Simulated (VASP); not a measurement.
Output of a VASP run:

**OSZICAR**
```
       N       E                     dE             d eps       ncg     rms          rms(c)
DAV:   1     0.311383813173E+03    0.31138E+03   -0.23115E+04   226   0.103E+03
DAV:   2    -0.272613472507E+02   -0.33865E+03   -0.32901E+03   237   0.320E+02
DAV:   3    -0.462125199145E+02   -0.18951E+02   -0.18840E+02   237   0.649E+01
DAV:   4    -0.465680634490E+02   -0.35554E+00   -0.35521E+00   229   0.917E+00
DAV:   5    -0.465820946545E+02   -0.14031E-01   -0.14030E-01   253   0.148E+00    0.325E+01
DAV:   6    -0.445946723128E+02    0.19874E+01   -0.23665E+01   208   0.249E+01    0.132E+01
DAV:   7    -0.441285843387E+02    0.46609E+00   -0.10808E+01   216   0.168E+01    0.847E+00
DAV:   8    -0.436939583609E+02    0.43463E+00   -0.20059E+00   246   0.739E+00    0.280E+00
DAV:   9    -0.437056669105E+02   -0.11709E-01   -0.13419E-01   268   0.180E+00    0.127E+00
DAV:  10    -0.436960155326E+02    0.96514E-02   -0.63443E-02   230   0.137E+00    0.358E-01
DAV:  11    -0.436961844407E+02   -0.16891E-03   -0.25011E-03   236   0.272E-01    0.171E-01
DAV:  12    -0.436961228018E+02    0.61639E-04   -0.53268E-04   252   0.117E-01    0.545E-02
DAV:  13    -0.436961396916E+02   -0.16890E-04   -0.12790E-04   236   0.581E-02    0.876E-03
DAV:  14    -0.436961449302E+02   -0.52386E-05   -0.10811E-05   205   0.174E-02    0.754E-03
DAV:  15    -0.436961457501E+02   -0.81983E-06   -0.13994E-06   196   0.659E-03
   1 F= -.43696146E+02 E0= -.43696146E+02  d E =-.923681E-14
```

File OUTCAR:
```
------------------------ aborting loop because EDIFF is reached ----------------------------------------
  FORCE on cell =-STRESS in cart. coord.  units (eV):
  Direction    XX          YY          ZZ          XY          YZ          ZX
  --------------------------------------------------------------------------------------
  Total       -0.4540406     -0.4540403     -0.0438940     -0.0000001      0.0000000     -0.0000000
  in kB       -6.2310774     -6.2310729     -0.6023836     -0.0000011      0.0000000     -0.0000000
  external PRESSURE =      -4.3548446 kB  Pullay stress =       0.0000000 kB
  volume of cell :      116.75
      direct lattice vectors                 reciprocal lattice vectors
     3.194031000  0.000000000  0.000000000     0.313083999  0.180759139  0.000000000
    -1.597015000  2.766111000  0.000000000     0.000000000  0.361518392  0.000000000
     0.000000000  0.000000000 13.213972000     0.000000000  0.000000000  0.075677472
 POSITION                                       TOTAL-FORCE (eV/Angst)
 -----------------------------------------------------------------------------------
      0.00000      0.00000      3.30349        -0.000000      0.000000     -0.000000
      0.00000      0.00000      9.91048        -0.000000     -0.000000     -0.000000
     -0.00000      1.84407      4.85931         0.000000      0.000000     -0.142331
      1.59702      0.92204      8.35467        -0.000000     -0.000000      0.142331
      1.59702      0.92204     11.46629         0.000000      0.000000     -0.142331
     -0.00000      1.84407      1.74768        -0.000000     -0.000000      0.142331
 -----------------------------------------------------------------------------------
    total drift:                                0.000000      0.000000      0.000000
  FREE ENERGIE OF THE ION-ELECTRON SYSTEM (eV)
  ---------------------------------------------------
  free  energy   TOTEN  =       -43.6961457501 eV

  energy  without entropy=      -43.6961457501  energy(sigma->0) =      -43.69614575
```
(Selected blocks of OUTCAR.)

### POSCAR
```
MoS2
1
    3.1940310000     0.0000000000     0.0000000000
   -1.5970150000     2.7661110000     0.0000000000
    0.0000000000     0.0000000000    13.2139720000
Mo S
2 4
Direct
  0.0000000000   0.0000000000   0.2500000000
  0.0000000000   0.0000000000   0.7500000000
  0.3333330000   0.6666670000   0.3677400000
  0.6666670000   0.3333330000   0.6322600000
  0.6666670000   0.3333330000   0.8677400000
  0.3333330000   0.6666670000   0.1322600000
```

Q: Write an INCAR and KPOINTS that could have produced this output.

A: One answer among several that fit: the input of the run itself, PBE GGA, plane waves, VASP's PBE PAW potentials (set 64).

**INCAR**
```
# general
SYSTEM =MoS2
PREC   =Accurate
ENCUT  =300
LREAL  =.FALSE.
LASPH  =.TRUE.

# electronic loop
EDIFF  =1E-6
NELM   =100
ALGO   =Normal
LMAXMIX=4

# smearing
ISMEAR =0
SIGMA  =0.01

# functional
GGA    =PE

# ions
ISIF   =2

# output
LWAVE  =.FALSE.
LCHARG =.FALSE.
```

### KPOINTS
```
Automatic mesh
0
Gamma
3 3 1
0 0 0
```

POTCAR, in this order: Mo_sv S (PBE.64 set). Program: vasp_std.

At this cut-off the stress carries a Pulay error, which pulls relaxed volumes low.

The structure comes from a computed database's MoS2 entry; how it stands against other phases isn't given here. The cell was not relaxed at this level. The k-mesh is coarse (spacing up to 0.76 per Å, 2π included), so the numbers may not be converged in it. The run is one of a series of settings (KPOINTS 3×3×1 Γ-centred mesh against the base run), some of them coarse on purpose.
